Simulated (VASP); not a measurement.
Input:

```
GaInAs2
1.0
    5.85851     0.00000     0.00000
    0.00000     5.85851     0.00000
    0.00000     0.00000     5.91250
In As Ga
2 4 2
Cartesian
  0.00000   0.00000   0.00000
  2.92926   2.92926   0.00000
  1.46463   1.46463   1.59545
  4.39389   4.39389   1.59545
  4.39389   1.46463   4.31704
  1.46463   4.39389   4.31704
  2.92926   0.00000   2.95625
  0.00000   2.92926   2.95625
```

Computed with PBEsol GGA, VASP's PBE PAW potentials (set 64) (plane waves; VASP). Run with 400 eV cut-off, 6×6×6 Γ-centred mesh, tetrahedra with Blöchl corrections, potentials In_d As Ga_d.

The cores are frozen, which limits the accuracy of field gradients.

Give the principal components of the electric field gradient (V/Å²) and the asymmetry η at each nucleus.

```json
[
 {"atom": "In1", "Vxx": "12.3", "Vyy": "12.3", "Vzz": "-24.6", "η": "0.00"},
 {"atom": "In2", "Vxx": "12.3", "Vyy": "12.3", "Vzz": "-24.6", "η": "0.00"},
 {"atom": "As3", "Vxx": "23.1", "Vyy": "4.2", "Vzz": "-27.3", "η": "0.69"},
 {"atom": "As4", "Vxx": "23.1", "Vyy": "4.2", "Vzz": "-27.3", "η": "0.69"},
 {"atom": "As5", "Vxx": "23.1", "Vyy": "4.2", "Vzz": "-27.3", "η": "0.69"},
 {"atom": "As6", "Vxx": "23.1", "Vyy": "4.2", "Vzz": "-27.3", "η": "0.69"},
 {"atom": "Ga7", "Vxx": "-5.4", "Vyy": "-5.4", "Vzz": "10.8", "η": "0.00"},
 {"atom": "Ga8", "Vxx": "-5.4", "Vyy": "-5.4", "Vzz": "10.8", "η": "0.00"}
]
```

The structure was generated: Ga2In2As4 was put into an ordered model structure (P-4m2), which need not be its known phase. It was relaxed first.
